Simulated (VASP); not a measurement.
Output of a VASP run:

OSZICAR:
```
       N       E                     dE             d eps       ncg     rms          rms(c)
DAV:   1     0.407258846343E+03    0.40726E+03   -0.27192E+04  1440   0.150E+03
DAV:   2    -0.159717798693E+02   -0.42323E+03   -0.41522E+03  1568   0.347E+02
DAV:   3    -0.385093270309E+02   -0.22538E+02   -0.22311E+02  1525   0.687E+01
DAV:   4    -0.391619685105E+02   -0.65264E+00   -0.65053E+00  1560   0.114E+01
DAV:   5    -0.391818572034E+02   -0.19889E-01   -0.19877E-01  1655   0.197E+00    0.235E+01
DAV:   6    -0.382389484601E+02    0.94291E+00   -0.85110E+00  1482   0.147E+01    0.906E+00
DAV:   7    -0.381577985470E+02    0.81150E-01   -0.82269E+00  1407   0.113E+01    0.639E+00
DAV:   8    -0.377423464941E+02    0.41545E+00   -0.17787E+00  1460   0.604E+00    0.327E+00
DAV:   9    -0.377430853043E+02   -0.73881E-03   -0.27640E-01  1669   0.229E+00    0.143E+00
DAV:  10    -0.377365353205E+02    0.65500E-02   -0.44634E-02  1591   0.108E+00    0.366E-01
DAV:  11    -0.377369796986E+02   -0.44438E-03   -0.23272E-03  1645   0.252E-01    0.329E-01
DAV:  12    -0.377369235837E+02    0.56115E-04   -0.44033E-04  1436   0.926E-02    0.168E-01
DAV:  13    -0.377369028069E+02    0.20777E-04   -0.89268E-05  1471   0.512E-02    0.114E-01
DAV:  14    -0.377369000439E+02    0.27630E-05   -0.37239E-05  1584   0.248E-02    0.608E-02
DAV:  15    -0.377368995659E+02    0.47805E-06   -0.41969E-06  1485   0.101E-02    0.289E-02
DAV:  16    -0.377368987092E+02    0.85670E-06   -0.59733E-06  1628   0.106E-02    0.119E-02
DAV:  17    -0.377368986701E+02    0.39015E-07   -0.49349E-07  1303   0.297E-03
   1 F= -.37736899E+02 E0= -.37736899E+02  d E =0.000000E+00
```

File OUTCAR:
```
------------------------ aborting loop because EDIFF is reached ----------------------------------------
  FORCE on cell =-STRESS in cart. coord.  units (eV):
  Direction    XX          YY          ZZ          XY          YZ          ZX
  --------------------------------------------------------------------------------------
  Total        0.0386610      0.0386610     -0.0816427      0.0000000     -0.0000000      0.0000000
  in kB        0.4022127      0.4022126     -0.8493764      0.0000000     -0.0000000      0.0000000
  external PRESSURE =      -0.0149837 kB  Pullay stress =       0.0000000 kB
  volume of cell :      154.00
      direct lattice vectors                 reciprocal lattice vectors
     1.743172630 -3.019263153  0.000000000     0.286833324 -0.165603319  0.000000000
     1.743172630  3.019263153  0.000000000     0.286833324  0.165603319  0.000000000
     0.000000000  0.000000000 14.630406952     0.000000000  0.000000000  0.068350799
 POSITION                                       TOTAL-FORCE (eV/Angst)
 -----------------------------------------------------------------------------------
      1.74317      1.00642     12.77791         0.000000     -0.000000     -0.008928
      1.74317     -1.00642      5.46271         0.000000     -0.000000     -0.008928
      1.74317     -1.00642      1.85249        -0.000000     -0.000000      0.008928
      1.74317      1.00642      9.16770         0.000000     -0.000000      0.008928
      1.74317      1.00642      3.65760         0.000000     -0.000000      0.000000
      1.74317     -1.00642     10.97281        -0.000000      0.000000      0.000000
 -----------------------------------------------------------------------------------
    total drift:                               -0.000244      0.001631     -0.000026
  FREE ENERGIE OF THE ION-ELECTRON SYSTEM (eV)
  ---------------------------------------------------
  free  energy   TOTEN  =       -37.7368986701 eV

  energy  without entropy=      -37.7368986701  energy(sigma->0) =      -37.73689867

 total charge

# of ion       s       p       d       tot
------------------------------------------
    1        1.382   1.978   0.065   3.425
    2        1.382   1.978   0.065   3.425
    3        1.382   1.978   0.065   3.425
    4        1.382   1.978   0.065   3.425
    5        2.259   6.152   4.009  12.420
    6        2.259   6.152   4.009  12.420
--------------------------------------------------
tot         10.047  20.215   8.281  38.542

 Electric field gradients after diagonalization (V/A^2)
 (convention: |V_zz| > |V_xx| > |V_yy|)
----------------------------------------------------------------------
 ion       V_xx      V_yy      V_zz     asymmetry (V_yy - V_xx)/ V_zz
----------------------------------------------------------------------
   1      96.006    96.006  -192.012       0.000
   2      96.006    96.006  -192.012       0.000
   3      96.006    96.006  -192.012       0.000
   4      96.006    96.006  -192.012       0.000
   5      34.577    34.572   -69.150       0.000
   6      34.577    34.572   -69.150       0.000
```
(Selected blocks of OUTCAR.)

POSCAR:
```
MoTe2
1
    1.7431726304    -3.0192631529     0.0000000000
    1.7431726304     3.0192631529     0.0000000000
    0.0000000000     0.0000000000    14.6304069517
Te Mo
4 2
Direct
  0.3333330000   0.6666670000   0.8733806817
  0.6666670000   0.3333330000   0.3733806817
  0.6666670000   0.3333330000   0.1266193183
  0.3333330000   0.6666670000   0.6266193183
  0.3333330000   0.6666670000   0.2500000000
  0.6666670000   0.3333330000   0.7500000000
```

Write an INCAR and KPOINTS that could have produced this output.

This is not unique; one that fits is the input of the run itself, AM05 GGA, plane waves, VASP's PBE PAW potentials (set 64).

INCAR:
```
SYSTEM = MoTe2
PREC = Accurate
ENCUT = 520
EDIFF = 1E-7
NELM = 100
ALGO = Normal
LREAL = .FALSE.
LASPH = .TRUE.
ISMEAR = -5
GGA = AM
LMAXMIX = 4
LWAVE = .FALSE.
LCHARG = .TRUE.
LORBIT = 11
NEDOS = 601
ISIF = 2
LEFG = .TRUE.
```

KPOINTS:
```
kpoints
0
G
  8 8 2
0 0 0
```

POTCAR, in this order: Te Mo_sv (PBE.64 set). Program: vasp_std.

Without a dispersion term in the relaxation, distances and binding between the weakly bound layers, chains or molecules are unreliable, and so is what depends on them.

The compound is MoTe2 in the 2H layered structure. It was relaxed first.
